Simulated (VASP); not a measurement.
A convergence study with VASP on CsPbCl3 (cubic perovskite): one setting is varied, all else stays as given below, so the limit is that of these other settings.

```
CsPbCl3
1.0
    5.61000     0.00000     0.00000
    0.00000     5.61000     0.00000
    0.00000     0.00000     5.61000
Cs Pb Cl
1 1 3
Direct
  0.00000   0.00000   0.00000
  0.50000   0.50000   0.50000
  0.50000   0.00000   0.50000
  0.00000   0.50000   0.50000
  0.50000   0.50000   0.00000
```

The numbers are results of PBE GGA, VASP's PBE PAW potentials (set 64) (plane waves; VASP), not measurements. The tightest run used: 550 eV cut-off, 13×13×13 Γ-centred mesh, tetrahedra with Blöchl corrections, potentials Cs_sv Pb_d Cl.

Unless said otherwise, spin-orbit coupling is left out, though it shifts the bands of the heavy elements here. Gaps are read on the run's mesh, which can miss a band edge.

### Question
The settings run are 3×3×3 mesh; 4×4×4 mesh; 5×5×5 mesh; 6×6×6 mesh; 7×7×7 mesh; 8×8×8 mesh; 9×9×9 mesh; 10×10×10 mesh; 11×11×11 mesh; 12×12×12 mesh; 13×13×13 mesh. From which on does the stress (every component) stay within 0.2 GPa of the tightest run?

### Answer
From 4×4×4 mesh on: it is off by 0.09 there and by no more than 0.2 in any finer run, while 3×3×3 mesh is off by 0.27.
```json
[
 {"setting": "3×3×3 mesh", "E (eV/atom)": "-3.5199", "pressure (GPa)": "1.38", "gap on the mesh (eV)": "4.277", "irreducible k-points": "4", "difference judged (GPa)": "0.27"},
 {"setting": "4×4×4 mesh", "E (eV/atom)": "-3.4968", "pressure (GPa)": "1.74", "gap on the mesh (eV)": "1.948", "irreducible k-points": "10", "difference judged (GPa)": "0.09"},
 {"setting": "5×5×5 mesh", "E (eV/atom)": "-3.5025", "pressure (GPa)": "1.62", "gap on the mesh (eV)": "2.970", "irreducible k-points": "10", "difference judged (GPa)": "0.03"},
 {"setting": "6×6×6 mesh", "E (eV/atom)": "-3.5010", "pressure (GPa)": "1.66", "gap on the mesh (eV)": "1.952", "irreducible k-points": "20", "difference judged (GPa)": "0.01"},
 {"setting": "7×7×7 mesh", "E (eV/atom)": "-3.5015", "pressure (GPa)": "1.65", "gap on the mesh (eV)": "2.515", "irreducible k-points": "20", "difference judged (GPa)": "0.00"},
 {"setting": "8×8×8 mesh", "E (eV/atom)": "-3.5013", "pressure (GPa)": "1.65", "gap on the mesh (eV)": "1.953", "irreducible k-points": "35", "difference judged (GPa)": "0.00"},
 {"setting": "9×9×9 mesh", "E (eV/atom)": "-3.5014", "pressure (GPa)": "1.65", "gap on the mesh (eV)": "2.307", "irreducible k-points": "35", "difference judged (GPa)": "0.00"},
 {"setting": "10×10×10 mesh", "E (eV/atom)": "-3.5014", "pressure (GPa)": "1.65", "gap on the mesh (eV)": "1.953", "irreducible k-points": "56", "difference judged (GPa)": "0.00"},
 {"setting": "11×11×11 mesh", "E (eV/atom)": "-3.5014", "pressure (GPa)": "1.65", "gap on the mesh (eV)": "2.195", "irreducible k-points": "56", "difference judged (GPa)": "0.00"},
 {"setting": "12×12×12 mesh", "E (eV/atom)": "-3.5014", "pressure (GPa)": "1.65", "gap on the mesh (eV)": "1.953", "irreducible k-points": "84", "difference judged (GPa)": "0.00"},
 {"setting": "13×13×13 mesh", "E (eV/atom)": "-3.5014", "pressure (GPa)": "1.65", "gap on the mesh (eV)": "2.129", "irreducible k-points": "84", "difference judged (GPa)": "0.00"}
]
```

Left out are rungs that failed or repeat a setting and relaxations that didn't move; long series are thinned to 24 rows.

The compound is CsPbCl3 in the cubic perovskite structure, the ideal cubic form; the compound distorts at low or room temperature. The cell was not relaxed at this level.
